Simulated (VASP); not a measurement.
Consider the following.

```yaml
crystal:
  lattice:
    - [7.14656, 0.00000, 0.00000]
    - [0.00000, 7.14656, 0.00000]
    - [0.00000, 0.00000, 7.14656]
  atoms:
    - { symbol: C, position: [0.50134, 0.99871, 0.99796] }
    - { symbol: C, position: [0.62398, 0.12544, 0.12475] }
    - { symbol: C, position: [0.75013, 0.25031, 0.99979] }
    - { symbol: C, position: [0.87498, 0.37639, 0.12476] }
    - { symbol: C, position: [0.75014, 0.00051, 0.24959] }
    - { symbol: C, position: [0.87504, 0.12541, 0.37569] }
    - { symbol: C, position: [0.00028, 0.00017, 0.99949] }
    - { symbol: C, position: [0.12523, 0.12517, 0.12455] }
    - { symbol: C, position: [0.24983, 0.25054, 0.99846] }
    - { symbol: C, position: [0.37784, 0.37346, 0.12633] }
    - { symbol: C, position: [0.50107, 0.49941, 0.00050] }
    - { symbol: C, position: [0.62697, 0.62259, 0.12633] }
    - { symbol: C, position: [0.74993, 0.75060, 0.99845] }
    - { symbol: C, position: [0.87516, 0.87518, 0.12452] }
    - { symbol: C, position: [0.24978, 0.99912, 0.24980] }
    - { symbol: C, position: [0.37783, 0.12709, 0.37275] }
    - { symbol: C, position: [0.49229, 0.23929, 0.23855] }
    - { symbol: C, position: [0.76114, 0.50800, 0.23857] }
    - { symbol: C, position: [0.87335, 0.62258, 0.37275] }
    - { symbol: C, position: [0.50113, 0.00131, 0.49867] }
    - { symbol: C, position: [0.62710, 0.12712, 0.62184] }
    - { symbol: C, position: [0.76132, 0.23926, 0.50735] }
    - { symbol: C, position: [0.87342, 0.37341, 0.62190] }
    - { symbol: C, position: [0.75003, 0.99916, 0.74998] }
    - { symbol: C, position: [0.87522, 0.12519, 0.87457] }
    - { symbol: C, position: [0.00171, 0.49910, 0.99798] }
    - { symbol: C, position: [0.12631, 0.62468, 0.12535] }
    - { symbol: C, position: [0.25065, 0.74977, 0.00027] }
    - { symbol: C, position: [0.37570, 0.87406, 0.12531] }
    - { symbol: C, position: [0.99993, 0.25032, 0.24962] }
    - { symbol: C, position: [0.12537, 0.37503, 0.37431] }
    - { symbol: C, position: [0.25247, 0.49875, 0.25175] }
    - { symbol: C, position: [0.37542, 0.62505, 0.38036] }
    - { symbol: C, position: [0.50176, 0.74792, 0.25173] }
    - { symbol: C, position: [0.62540, 0.87510, 0.37429] }
    - { symbol: C, position: [0.00182, 0.99870, 0.49847] }
    - { symbol: C, position: [0.12647, 0.12607, 0.62407] }
    - { symbol: C, position: [0.25255, 0.25258, 0.49800] }
    - { symbol: C, position: [0.37550, 0.38127, 0.62415] }
    - { symbol: C, position: [0.61920, 0.62499, 0.62415] }
    - { symbol: C, position: [0.74797, 0.74795, 0.49795] }
    - { symbol: C, position: [0.87440, 0.87404, 0.62401] }
    - { symbol: C, position: [0.25068, 0.00104, 0.74908] }
    - { symbol: C, position: [0.37578, 0.12611, 0.87325] }
    - { symbol: C, position: [0.50181, 0.25261, 0.74711] }
    - { symbol: C, position: [0.62538, 0.37502, 0.87436] }
    - { symbol: C, position: [0.74791, 0.49868, 0.74708] }
    - { symbol: C, position: [0.87434, 0.62469, 0.87326] }
    - { symbol: C, position: [0.00125, 0.75061, 0.24982] }
    - { symbol: C, position: [0.12540, 0.87500, 0.37444] }
    - { symbol: C, position: [0.99925, 0.49940, 0.49871] }
    - { symbol: C, position: [0.12399, 0.62515, 0.62443] }
    - { symbol: C, position: [0.24880, 0.75175, 0.49968] }
    - { symbol: C, position: [0.37532, 0.87659, 0.62442] }
    - { symbol: C, position: [0.00133, 0.25045, 0.75003] }
    - { symbol: C, position: [0.12541, 0.37511, 0.87432] }
    - { symbol: C, position: [0.24877, 0.50043, 0.75098] }
    - { symbol: C, position: [0.37532, 0.62512, 0.87577] }
    - { symbol: C, position: [0.50006, 0.75167, 0.75093] }
    - { symbol: C, position: [0.62534, 0.87501, 0.87431] }
    - { symbol: C, position: [0.99947, 0.74980, 0.74904] }
    - { symbol: C, position: [0.12523, 0.87523, 0.87448] }
    - { symbol: N, position: [0.48755, 0.51295, 0.51204] }
```
Cell charge -1.

Method: PBE GGA, VASP's PBE PAW potentials (set 64) (plane waves; VASP 6.6.1). Run with PREC = Normal, LREAL = Auto, ISYM = 0, NELECT = 254.0, 400 eV cut-off, 1×1×1 Γ-centred mesh, Gaussian smearing of 0.050 eV, potentials C N. Starting moments (MAGMOM): 63*0.0317. The cell's moment is fixed (NUPDOWN = 2).

At this cut-off the stress carries a Pulay error, which pulls relaxed volumes low. The cell is charged, with a uniform compensating background.  The supercell is sampled at Γ alone, which is coarse: total energies, pressure and levels can be off, energies of defects by several tenths of an eV.

**Question.** What does the run give for the cell moment, energy per atom (σ→0), pressure?

**Answer.** 
cell moment: 2.00 μB
energy per atom (σ→0): -8.736 eV/atom
pressure: 44.6 kbar

**Question.** Give the moment on each site (PAW-sphere projection).

**Answer.** 
```
site  moment (μB)
----  -----------
C1           0.02
C2          -0.01
C3           0.01
C4          -0.01
C5           0.01
C6          -0.01
C7           0.00
C8           0.00
C9           0.03
C10         -0.01
C11          0.01
C12         -0.01
C13          0.03
C14          0.00
C15          0.03
C16         -0.01
C17          0.33
C18          0.33
C19         -0.01
C20          0.01
C21         -0.01
C22          0.33
C23         -0.01
C24          0.03
C25          0.00
C26          0.02
C27          0.00
C28          0.00
C29          0.00
C30          0.01
C31          0.00
C32          0.01
C33          0.00
C34          0.01
C35          0.00
C36          0.02
C37          0.00
C38          0.01
C39          0.00
C40          0.00
C41          0.01
C42          0.00
C43          0.00
C44          0.00
C45          0.01
C46          0.00
C47          0.01
C48          0.00
C49          0.03
C50          0.01
C51          0.01
C52          0.00
C53          0.00
C54          0.00
C55          0.03
C56          0.01
C57          0.00
C58          0.00
C59          0.00
C60          0.01
C61          0.00
C62          0.00
N63          0.01
```

The cell is a supercell with a defect, built from C (diamond): N_C-vac_C, charge -1.
